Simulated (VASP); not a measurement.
An input for Quantum ESPRESSO's pw.x (written as the equivalent of a VASP run, and not itself run):

```
&CONTROL
  calculation = 'scf'
  pseudo_dir = './pseudo'
  outdir = './out'
  tprnfor = .true.
  tstress = .true.
/
&SYSTEM
  ibrav = 0
  nat = 2
  ntyp = 2
  ecutwfc = 74
  occupations = 'tetrahedra'
  input_dft = 'pw91'
/
&ELECTRONS
  conv_thr = 7.3e-09
  electron_maxstep = 100
/
ATOMIC_SPECIES
  Li 6.940 Li.upf
  H 1.008 H.upf
CELL_PARAMETERS angstrom
     0.0000000    2.0004622    2.0004622
     2.0004622    0.0000000    2.0004622
     2.0004622    2.0004622    0.0000000
ATOMIC_POSITIONS crystal
  Li   0.0000000  0.0000000  0.0000000
  H    0.5000000  0.5000000  0.5000000
K_POINTS automatic
  13 13 13 0 0 0
```

Question: Translate this input to VASP (INCAR, KPOINTS, POSCAR, choice of POTCAR).

Answer: This is not unique; one that fits is 
File POSCAR:
```
LiH
2.8290810
  0.0000000000   0.7071067176   0.7071067176
  0.7071067176   0.0000000000   0.7071067176
  0.7071067176   0.7071067176   0.0000000000
Li H
1 1
Cartesian
  0.0000000000   0.0000000000   0.0000000000
  0.7071067176   0.7071067176   0.7071067176
```

File KPOINTS:
```
Regular mesh
0
gamma
13 13 13
```

INCAR:
```
ALGO = Normal
ENCUT = 520   # plane-wave cut-off (eV)
GGA = 91
NEDOS = 601
ISIF = 2
LASPH = .True.
LREAL = .False.   # projection in real space or not
LWAVE = .False.
SYSTEM = LiH
PREC = Accurate
ISMEAR = -5
NELM = 100   # most electronic steps
LCHARG = .True.
EDIFF = 1E-7
LORBIT = 11   # lm-projected
```

POTCAR, in this order: Li_sv H (PBE.64 set). Program: vasp_std.

What does not carry over: the potentials are each code's own (VASP's PAW set, PseudoDojo norm-conserving files in pw.x), so ENCUT and ecutwfc are chosen apart and not converted; conv_thr bounds pw.x's estimated SCF error, while EDIFF bounds the energy change between steps.

The compound is LiH in the rock salt structure. It was relaxed first, which changed the volume by -6 %.
